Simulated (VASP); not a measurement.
Data:

```
Li2Se
1.0
    0.00000     2.98545     2.98545
    2.98545     0.00000     2.98545
    2.98545     2.98545     0.00000
Li Se
2 1
Direct
  0.25000   0.25000   0.25000
  0.75000   0.75000   0.75000
  0.00000   0.00000   0.00000
```

Calculation: r2SCAN meta-GGA, VASP's PBE PAW potentials (set 64) (plane waves; VASP). Numerical set-up: 600 eV cut-off, 6×6×6 Γ-centred mesh, Gaussian smearing of 0.050 eV, potentials Li_sv Se.

Each relaxation starts from this cell; other phases were not tried.

Q: The cell is relaxed at 5 GPa. What happens?

A: The volume per atom goes from 17.74 to 15.86 Å³ (-10.6 %), and the cell becomes a = 5.752 Å, b = 5.752 Å, c = 5.752 Å, α = 90.00°, β = 90.00°, γ = 90.00°, space group Fm-3m. The gap on the mesh goes from 3.45 to 3.35 eV.

Q: The cell is relaxed at 30 GPa. What happens?

A: The volume per atom goes from 17.74 to 12.10 Å³ (-31.8 %), and the cell becomes a = 5.256 Å, b = 5.256 Å, c = 5.256 Å, α = 90.00°, β = 90.00°, γ = 90.00°, space group Fm-3m. The gap on the mesh goes from 3.45 to 2.90 eV.

Failed runs are left out, and for metals the shear rows, which the mesh's noise covers.

The compound is Li2Se in the antifluorite structure.
